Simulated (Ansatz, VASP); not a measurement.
# Cs29K15F44: VASP beside Ansatz, part 3 of 3

One calculation is typed for both programs; each brings its own data sets. How far apart do they land? Of the first pair: The structure shown is the start of the Ansatz relaxation below; VASP solves that cell, so the two are compared at the walk's first step.

VASP 6.6.1 and Ansatz 0.2.0.

So far. Step 3 (VASP: single point, PBE, start cell, pair 1): The run ends at a pressure of -0.34 GPa, with forces up to 1.9 eV/Å.

### 6. VASP: single point, PBE, relaxed cell, pair 2

Level of this step: PBE; plane waves and PAW (K_sv, Cs_sv, F) (VASP).

The same cell, functional, mesh and smearing now go to VASP, with its own data sets.

Contents of INCAR:

```
SYSTEM = Cs29K15F44
PREC = Accurate
ENCUT = 600
EDIFF = 1E-06
NELM = 120
ISMEAR = -1
SIGMA = 0.025
LREAL = Auto
ALGO = Normal
GGA = PE
NBANDS = 416
LORBIT = 11
LWAVE = .FALSE.
LCHARG = .FALSE.
ISIF = 2
LASPH = .TRUE.
GGA_COMPAT = .FALSE.
EFERMI = MIDGAP
NCORE = 2
```

Contents of POSCAR:

```
Cs29K15F44
1.0
   13.6571910000      0.1481820000      0.2296640000
    0.1481820000     13.7343220000      0.8001760000
    0.2296640000      0.8001760000     14.3648390000
K Cs F
15 29 44
Direct
    0.2855500000      0.3379000000      0.7693000000
    0.7842200000      0.2263800000      0.5826100000
    0.9658300000      0.7418200000      0.0297400000
    0.5955200000      0.8228800000      0.0383400000
    0.4907000000      0.7882800000      0.6365600000
    0.6607900000      0.9507300000      0.7663800000
    0.3246400000      0.4984600000      0.4616900000
    0.7421800000      0.3638900000      0.0276700000
    0.9244000000      0.4863000000      0.1508000000
    0.8026600000      0.9696900000      0.0025200000
    0.5744600000      0.6327700000      0.3680600000
    0.0669900000      0.3194900000      0.6167800000
    0.7543900000      0.1773000000      0.8306900000
    0.4778600000      0.3024200000      0.2781300000
    0.2195800000      0.8131000000      0.4738200000
    0.3299300000      0.6972000000      0.2310800000
    0.5434700000      0.0752400000      0.5277700000
    0.9001000000      0.8268800000      0.6328800000
    0.3087600000      0.3494200000      0.0579400000
    0.5106300000      0.4447600000      0.8841100000
    0.7557600000      0.4022000000      0.3699800000
    0.0873700000      0.5163800000      0.9235300000
    0.1696900000      0.4544600000      0.2584500000
    0.5473200000      0.5420400000      0.1353000000
    0.5297000000      0.9127900000      0.3105600000
    0.5357900000      0.3339300000      0.6315500000
    0.2178500000      0.5921700000      0.6817100000
    0.0207400000      0.1950300000      0.0496600000
    0.2714500000      0.9902800000      0.6414800000
    0.0200700000      0.0744900000      0.7616800000
    0.8115900000      0.0967600000      0.2402600000
    0.4399900000      0.0914000000      0.8292000000
    0.8751700000      0.4321300000      0.7669900000
    0.2934600000      0.2272800000      0.4795000000
    0.7807700000      0.7486900000      0.2192600000
    0.1651400000      0.9225800000      0.0039800000
    0.5753000000      0.1398700000      0.0681100000
    0.2767900000      0.0738500000      0.2620700000
    0.0208600000      0.2169200000      0.3883900000
    0.7447800000      0.6594200000      0.8688600000
    0.7130000000      0.6195000000      0.5807500000
    0.3319300000      0.6764400000      0.9360900000
    0.0448100000      0.8808700000      0.2666300000
    0.9960600000      0.6030800000      0.4087400000
    0.3590400000      0.1932800000      0.6677900000
    0.9690100000      0.9140800000      0.0808900000
    0.4861200000      0.1131900000      0.2487600000
    0.3207500000      0.5513100000      0.1050700000
    0.2216700000      0.6504900000      0.4016400000
    0.5526000000      0.7646200000      0.4729200000
    0.1648800000      0.3968400000      0.4728000000
    0.5065300000      0.2669200000      0.4548400000
    0.6829500000      0.7868700000      0.6942200000
    0.2980400000      0.5003000000      0.8628200000
    0.5387000000      0.3464100000      0.0852000000
    0.9629200000      0.4156900000      0.3232300000
    0.9067900000      0.2407000000      0.7084900000
    0.4543400000      0.5084000000      0.3266200000
    0.3165600000      0.9859500000      0.4478500000
    0.2890800000      0.2821900000      0.2681600000
    0.6940400000      0.9488400000      0.1730700000
    0.7642000000      0.6185300000      0.3888100000
    0.1265600000      0.7347900000      0.9352300000
    0.5473000000      0.7409300000      0.2094600000
    0.8132100000      0.1840800000      0.4143300000
    0.6053900000      0.9920800000      0.9352500000
    0.0876100000      0.3844400000      0.0909300000
    0.8349900000      0.9981000000      0.8164100000
    0.0282600000      0.0936800000      0.2405000000
    0.7312200000      0.4088200000      0.5766900000
    0.6935300000      0.3536800000      0.8551900000
    0.6474900000      0.1379100000      0.6861600000
    0.7784000000      0.7760800000      0.0136100000
    0.4770000000      0.9552500000      0.6923200000
    0.7402100000      0.4560400000      0.1747900000
    0.1103400000      0.1443500000      0.5774800000
    0.8809300000      0.6339700000      0.6930500000
    0.2968200000      0.7808600000      0.6366400000
    0.7977800000      0.1728700000      0.0328800000
    0.1048200000      0.4152200000      0.7505600000
    0.2433500000      0.8890500000      0.1880300000
    0.5448300000      0.6672200000      0.9528600000
    0.0261100000      0.8092200000      0.4724000000
    0.8754500000      0.5004600000      0.9634200000
    0.3726300000      0.4670400000      0.6336600000
    0.4069900000      0.2698500000      0.8990500000
    0.9767700000      0.6607100000      0.2001800000
    0.1359400000      0.1086700000      0.9123800000
```

Contents of KPOINTS:

```
Automatic mesh
0
Gamma
1 1 1
0 0 0
```

Potentials, in the order of the species: K_sv, Cs_sv and F (PBE family, release 64).

Launch:

```console
mpirun -np 8 vasp_gam
```

Numbers of over 12 decimals in the logs are rounded to 6 here.

Log:

```text
[... set-up lines as in an earlier step ...]
 entering main loop
       N       E                     dE             d eps       ncg     rms          rms(c)
DAV:   1     0.840734334281E+04    0.84073E+04   -0.40396E+05   848   0.178E+03
DAV:   2     0.580426097453E+03   -0.78269E+04   -0.75961E+04  1064   0.415E+02
DAV:   3    -0.396483638020E+03   -0.97691E+03   -0.97308E+03   976   0.150E+02
DAV:   4    -0.421640044627E+03   -0.25156E+02   -0.25074E+02   944   0.283E+01
[...]
DAV:  19    -0.346286441378E+03    0.39900E-05   -0.54481E-05  1040   0.165E-02    0.147E-02
DAV:  20    -0.346286437471E+03    0.39067E-05   -0.35497E-05   920   0.143E-02    0.541E-03
DAV:  21    -0.346286437447E+03    0.23814E-07   -0.95427E-06   800   0.686E-03
   1 F= -.34628644E+03 E0= -.34628644E+03  d E =0.000000E+00
```

Parts of OUTCAR (step 6):

```text
  FREE ENERGIE OF THE ION-ELECTRON SYSTEM (eV)
  ---------------------------------------------------
  free  energy   TOTEN  =      -346.2864374473 eV

  energy  without entropy=     -346.2864374473  energy(sigma->0) =     -346.28643745

[... 1 part as in an earlier step ...]
```

The run ends at a pressure of -0.02 GPa, with forces up to 0.048 eV/Å.

### 7. Side by side

What differs besides the data sets and the points named for the pairs above, as far as they apply: the cutoff is 420 eV in Ansatz and 600 eV in VASP (PREC = Accurate, projectors in real space). Total energies have different zeros and are not compared.

Compared:

```tsv
quantity	Ansatz	VASP	difference
pressure (GPa)	0.00	-0.02	+0.01
gap on the k mesh (eV)	4.318	4.298	+0.020
```

At this near-relaxed geometry the largest component of a force difference is 31 meV/Å. A gap on the mesh is an upper bound, since the band edges may lie between its points.

### 8. Summary of results

```json
{
  "r.m.s. force difference (single point, PBE, start cell, pair 1)": "4.7 % of the r.m.s. force",
  "difference in gap on the k mesh (single point, PBE, relaxed cell, pair 2)": "0.020 eV",
  "r.m.s. force difference (single point, PBE, relaxed cell, pair 2)": "6.7 meV/Å"
}
```

What this shows: The r.m.s. force difference is 4.7 % of the r.m.s. force (single point, PBE, start cell, pair 1), beyond the 3 % picked in this series as the mark of a large difference. What causes the difference of the single point, PBE, start cell, pair 1 pair stays open here. Such differences can come from data sets, numerical settings and the points named under the comparisons, not from the functional's error against experiment.

[Lines on the potential files, build, host, timing and source positions are cut from VASP's logs without a mark.]

[Logs are printed without paths, hosts, clocks, repeated set-up lines and the standing remarks that a program may print on its own settings, such as how far it seeks lower states.]

[Hosts, paths, dates, database ids (printed as entryN), source tags and the programs' standing remarks are cut or masked in the printed files.]
